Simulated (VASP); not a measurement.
These are PBEsol GGA, VASP's PBE PAW potentials (set 64) (plane waves; VASP 6.6.1) values and carry that method's errors.

The input files of a VASP run:

INCAR:
```
SYSTEM = Mn
PREC = Accurate
ENCUT = 400
EDIFF = 1E-6
NELM = 100
ALGO = Normal
LREAL = .FALSE.
LASPH = .TRUE.
ISMEAR = 1
SIGMA = 0.1
GGA = PS
LMAXMIX = 4
ISPIN = 2
MAGMOM = 4.0 4.0
LORBIT = 10
LWAVE = .FALSE.
LCHARG = .FALSE.
IBRION = 2
ISIF = 3
NSW = 60
EDIFFG = -0.01
```

POSCAR:
```
Mn
1.0
  0.0000000000   2.5980760000   2.5980760000
  2.5980760000   0.0000000000   2.5980760000
  2.5980760000   2.5980760000   0.0000000000
Mn
2
Cart
  3.8971140000   3.8971140000   3.8971140000
  2.5980760000   2.5980760000   2.5980760000
```

File KPOINTS:
```
Automatic
0
Gamma
 11 11 11
0 0 0
```

POTCAR, in this order: Mn_pv (PBE.64 set). Program: vasp_std.

Output of the run:

### OSZICAR
```
       N       E                     dE             d eps       ncg     rms          rms(c)
DAV:   1     0.238825781075E+03    0.23883E+03   -0.14398E+04  4792   0.134E+03
DAV:   2    -0.593361892035E+01   -0.24476E+03   -0.23666E+03  4774   0.390E+02
DAV:   3    -0.146602522063E+02   -0.87266E+01   -0.86401E+01  5154   0.905E+01
DAV:   4    -0.147684099728E+02   -0.10816E+00   -0.10815E+00  4914   0.970E+00
DAV:   5    -0.147711060287E+02   -0.26961E-02   -0.26960E-02  5199   0.153E+00    0.192E+01
DAV:   6    -0.152769469940E+02   -0.50584E+00   -0.13305E+01  4944   0.349E+01    0.651E+00
DAV:   7    -0.157201155261E+02   -0.44317E+00   -0.13721E+00  4909   0.120E+01    0.566E+00
DAV:   8    -0.159687700024E+02   -0.24865E+00   -0.13516E-01  4904   0.319E+00    0.322E+00
DAV:   9    -0.159975474430E+02   -0.28777E-01   -0.22852E-01  5009   0.384E+00    0.204E+00
DAV:  10    -0.160262675651E+02   -0.28720E-01   -0.56543E-02  4894   0.235E+00    0.134E+00
DAV:  11    -0.160333036940E+02   -0.70361E-02   -0.87404E-03  4899   0.906E-01    0.247E-01
DAV:  12    -0.160332439031E+02    0.59791E-04   -0.14433E-03  4869   0.319E-01    0.211E-01
DAV:  13    -0.160335812664E+02   -0.33736E-03   -0.31333E-04  4784   0.170E-01    0.248E-02
DAV:  14    -0.160335873024E+02   -0.60360E-05   -0.96428E-06  4929   0.322E-02    0.220E-02
DAV:  15    -0.160335900702E+02   -0.27678E-05   -0.20385E-06  3434   0.142E-02    0.365E-03
DAV:  16    -0.160335900312E+02    0.39064E-07   -0.22571E-07  2412   0.515E-03
   1 F= -.16033590E+02 E0= -.16033931E+02  d E =-.160336E+02  mag=     0.0001
       N       E                     dE             d eps       ncg     rms          rms(c)
DAV:   1    -0.839687097109E+02   -0.67935E+02   -0.80133E+02  4734   0.322E+02    0.103E+02
DAV:   2    -0.183257849603E+02    0.65643E+02   -0.35150E+02  4714   0.224E+02    0.308E+01
DAV:   3    -0.169115791511E+02    0.14142E+01   -0.12276E+01  4854   0.402E+01    0.179E+01
DAV:   4    -0.161538513950E+02    0.75773E+00   -0.24718E+00  4844   0.130E+01    0.351E+00
DAV:   5    -0.159953660474E+02    0.15849E+00   -0.44366E-01  4804   0.813E+00    0.754E-01
DAV:   6    -0.159940759977E+02    0.12900E-02   -0.44780E-03  4934   0.624E-01    0.601E-01
DAV:   7    -0.159924643423E+02    0.16117E-02   -0.25542E-03  5270   0.664E-01    0.555E-02
DAV:   8    -0.159924500531E+02    0.14289E-04   -0.14739E-04  4909   0.139E-01    0.301E-02
DAV:   9    -0.159924506599E+02   -0.60677E-06   -0.39784E-06  4799   0.181E-02
   2 F= -.15992451E+02 E0= -.15993124E+02  d E =0.411394E-01  mag=     0.0000
       N       E                     dE             d eps       ncg     rms          rms(c)
DAV:   1    -0.350924013097E+02   -0.19100E+02   -0.25943E+02  4744   0.234E+02    0.363E+01
DAV:   2    -0.183581301105E+02    0.16734E+02   -0.95381E+01  4944   0.991E+01    0.100E+01
DAV:   3    -0.165873498447E+02    0.17708E+01   -0.59332E+00  4804   0.273E+01    0.751E+00
DAV:   4    -0.165371156070E+02    0.50234E-01   -0.11468E-01  4904   0.278E+00    0.550E+00
DAV:   5    -0.164966661679E+02    0.40449E-01   -0.13228E-01  4854   0.291E+00    0.475E-01
DAV:   6    -0.164986976918E+02   -0.20315E-02   -0.36167E-03  5024   0.521E-01    0.159E-01
DAV:   7    -0.164985634653E+02    0.13423E-03   -0.73888E-05  4844   0.830E-02    0.224E-02
DAV:   8    -0.164985566092E+02    0.68561E-05   -0.10258E-05  5094   0.362E-02    0.364E-03
DAV:   9    -0.164985558264E+02    0.78285E-06   -0.31172E-07  2572   0.582E-03
   3 F= -.16498556E+02 E0= -.16498895E+02  d E =-.464966E+00  mag=    -0.0000
       N       E                     dE             d eps       ncg     rms          rms(c)
DAV:   1    -0.165121886876E+02   -0.13632E-01   -0.16455E-01  4784   0.546E+00    0.986E-01
DAV:   2    -0.165002552652E+02    0.11933E-01   -0.74869E-02  4974   0.310E+00    0.272E-01
DAV:   3    -0.164991003443E+02    0.11549E-02   -0.41339E-03  4944   0.759E-01    0.906E-02
DAV:   4    -0.164990163557E+02    0.83989E-04   -0.23941E-04  4844   0.103E-01    0.102E-02
DAV:   5    -0.164990137984E+02    0.25573E-05   -0.47560E-06  4708   0.208E-02    0.660E-03
DAV:   6    -0.164990119890E+02    0.18094E-05   -0.11535E-07  2442   0.420E-03    0.429E-04
DAV:   7    -0.164990120381E+02   -0.49110E-07   -0.17720E-08  2352   0.160E-03
   4 F= -.16499012E+02 E0= -.16499359E+02  d E =-.465422E+00  mag=     0.0000
       N       E                     dE             d eps       ncg     rms          rms(c)
DAV:   1    -0.165078234647E+02   -0.88115E-02   -0.11169E-01  4784   0.451E+00    0.812E-01
DAV:   2    -0.164997190172E+02    0.81044E-02   -0.50339E-02  4974   0.255E+00    0.222E-01
DAV:   3    -0.164989488071E+02    0.77021E-03   -0.27493E-03  4944   0.620E-01    0.745E-02
DAV:   4    -0.164988925278E+02    0.56279E-04   -0.16262E-04  4854   0.849E-02    0.837E-03
DAV:   5    -0.164988905870E+02    0.19408E-05   -0.32522E-06  4458   0.174E-02    0.539E-03
DAV:   6    -0.164988891228E+02    0.14642E-05   -0.10197E-07  2402   0.394E-03    0.286E-04
DAV:   7    -0.164988891666E+02   -0.43834E-07   -0.14707E-08  2352   0.137E-03
   5 F= -.16498889E+02 E0= -.16499243E+02  d E =-.465299E+00  mag=    -0.0000
       N       E                     dE             d eps       ncg     rms          rms(c)
DAV:   1    -0.165213726764E+02   -0.22484E-01   -0.28170E-01  4784   0.718E+00    0.128E+00
DAV:   2    -0.165010843366E+02    0.20288E-01   -0.12902E-01  4974   0.404E+00    0.352E-01
DAV:   3    -0.164990226160E+02    0.20617E-02   -0.72213E-03  4944   0.100E+00    0.116E-01
DAV:   4    -0.164988702866E+02    0.15233E-03   -0.40867E-04  4844   0.139E-01    0.132E-02
DAV:   5    -0.164988725447E+02   -0.22580E-05   -0.98428E-06  4834   0.318E-02    0.808E-03
DAV:   6    -0.164988751683E+02   -0.26237E-05   -0.46945E-07  2723   0.872E-03    0.316E-04
DAV:   7    -0.164988751406E+02    0.27751E-07   -0.39557E-08  2352   0.225E-03
   6 F= -.16498875E+02 E0= -.16499218E+02  d E =0.140260E-04  mag=     0.0000
       N       E                     dE             d eps       ncg     rms          rms(c)
DAV:   1    -0.165049208916E+02   -0.60457E-02   -0.73655E-02  4784   0.366E+00    0.659E-01
DAV:   2    -0.164995787575E+02    0.53421E-02   -0.33377E-02  4974   0.207E+00    0.181E-01
DAV:   3    -0.164990631819E+02    0.51558E-03   -0.18420E-03  4944   0.507E-01    0.604E-02
DAV:   4    -0.164990265723E+02    0.36610E-04   -0.10728E-04  4844   0.691E-02    0.675E-03
DAV:   5    -0.164990250984E+02    0.14739E-05   -0.21320E-06  4160   0.142E-02    0.432E-03
DAV:   6    -0.164990239276E+02    0.11709E-05   -0.87379E-08  2372   0.362E-03    0.195E-04
DAV:   7    -0.164990239577E+02   -0.30164E-07   -0.12975E-08  2352   0.122E-03
   7 F= -.16499024E+02 E0= -.16499372E+02  d E =-.134791E-03  mag=    -0.0000
```

OUTCAR:
```
------------------------ aborting loop because EDIFF is reached ----------------------------------------
  FORCE on cell =-STRESS in cart. coord.  units (eV):
  Direction    XX          YY          ZZ          XY          YZ          ZX
  --------------------------------------------------------------------------------------
  Total        0.0008941      0.0008941      0.0008941     -0.0000000     -0.0000000     -0.0000000
  in kB        0.0492091      0.0492091      0.0492091     -0.0000000     -0.0000000     -0.0000000
  external PRESSURE =       0.0492091 kB  Pullay stress =       0.0000000 kB
  volume of cell :       29.11
      direct lattice vectors                 reciprocal lattice vectors
     0.000000000  2.441634437  2.441634437    -0.204780860  0.204780860  0.204780860
     2.441634437 -0.000000000  2.441634437     0.204780860 -0.204780860  0.204780860
     2.441634437  2.441634437  0.000000000     0.204780860  0.204780860 -0.204780860
 POSITION                                       TOTAL-FORCE (eV/Angst)
 -----------------------------------------------------------------------------------
      3.66245      3.66245      3.66245        -0.000000     -0.000000     -0.000000
      2.44163      2.44163      2.44163         0.000000      0.000000      0.000000
 -----------------------------------------------------------------------------------
    total drift:                               -0.000000      0.000000      0.000000
  FREE ENERGIE OF THE ION-ELECTRON SYSTEM (eV)
  ---------------------------------------------------
  free  energy   TOTEN  =       -16.4990239577 eV

  energy  without entropy=      -16.5000693138  energy(sigma->0) =      -16.49937241

 total charge

# of ion       s       p       d       tot
------------------------------------------
    1        0.498   6.279   5.350  12.127
    2        0.498   6.279   5.350  12.127
--------------------------------------------------
tot          0.997  12.557  10.699  24.253

 magnetization (x)

# of ion       s       p       d       tot
------------------------------------------
    1       -0.000  -0.000  -0.000  -0.000
    2       -0.000  -0.000  -0.000  -0.000
--------------------------------------------------
tot         -0.000  -0.000  -0.000  -0.000

 reached required accuracy - stopping structural energy minimisation
```
(Selected blocks of OUTCAR.)

CONTCAR:
```
Mn
   1.00000000000000
     0.0000000000000000    2.4416344373961127    2.4416344373961127
     2.4416344373961127   -0.0000000000000000    2.4416344373961127
     2.4416344373961127    2.4416344373961127    0.0000000000000000
  Mn
     2
Direct
     0.7500000000000000    0.7500000000000000    0.7500000000000000
     0.5000000000000000    0.5000000000000000    0.5000000000000000
```

Energy and stress use the plane-wave basis of the starting cell. The moments were started parallel, and other spin orders were not tried in this run.

The structure was generated: Mn was put into the diamond type (Fd-3m), which need not be its known phase. This run relaxes it. Symmetry was kept, so distortions that lower it aren't found.
